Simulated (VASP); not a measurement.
Here is the system:

```
CELL_PARAMETERS angstrom
      0.00000     2.74637     2.74637
      2.74637     0.00000     2.74637
      2.74637     2.74637     0.00000
ATOMIC_POSITIONS crystal
  Cd 0.00000 0.00000 0.00000
  F  0.25000 0.25000 0.25000
  F  0.75000 0.75000 0.75000
```

Method: PBE GGA, VASP's PBE PAW potentials (set 64) (plane waves; VASP). Run with 600 eV cut-off, 6×6×6 Γ-centred mesh, Gaussian smearing of 0.050 eV, potentials Cd F.

Each relaxation starts from this cell; other phases were not tried.

Question: The cell is relaxed at 15 GPa. What happens?

Answer: The volume per atom goes from 13.81 to 12.24 Å³ (-11.4 %), and the cell becomes a = b = c = 5.2763 Å, α = β = γ = 90.00°, space group Fm-3m. The gap on the mesh goes from 2.88 to 3.32 eV.

Question: The cell is relaxed at 30 GPa. What happens?

Answer: The volume per atom goes from 13.81 to 11.32 Å³ (-18.0 %), and the cell becomes a = b = c = 5.141 Å, α = β = γ = 90.00°, space group Fm-3m. The gap on the mesh goes from 2.88 to 3.60 eV.

Failed runs are left out, and for metals the shear rows, which the mesh's noise covers.

The compound is CdF2 in the fluorite structure.
